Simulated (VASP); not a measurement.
Input:

```yaml
crystal:
  lattice:
    - [0.00187, 6.45124, 6.44701]
    - [6.45124, 0.00187, 6.44701]
    - [3.22656, 3.22656, 0.00000]
  atoms:
    - { symbol: Mg, position: [0.00047, 0.00047, 0.99906] }
    - { symbol: Mg, position: [0.00098, 0.49903, 0.99999] }
    - { symbol: Mg, position: [0.49903, 0.00098, 0.99999] }
    - { symbol: Te, position: [0.12494, 0.12494, 0.25012] }
    - { symbol: Te, position: [0.12170, 0.62611, 0.25220] }
    - { symbol: Te, position: [0.62611, 0.12170, 0.25220] }
    - { symbol: Te, position: [0.62710, 0.62710, 0.24580] }
    - { symbol: Cd, position: [0.49967, 0.49967, 0.00066] }
```

Computed with PBEsol GGA, VASP's PBE PAW potentials (set 64) (plane waves; VASP). Run with 400 eV cut-off, 4×4×7 Γ-centred mesh, tetrahedra with Blöchl corrections, potentials Mg Te Cd.

Question: The job: CdMg3Te4 (ordered alloy cell), 8 atoms, PBEsol, static run, 400 eV, 4×4×7 Γ-centred mesh. Roughly how much core time does it take on a busy server core?

Answer: About 6 core-minutes (one run on a shared machine, a rough figure). It had 37 irreducible k-points, 26 bands, up to 4908 plane waves and 15 electronic steps.

The structure was generated: CdMg3Te4 was put into an ordered model structure (Amm2), which need not be its known phase. It was relaxed first.
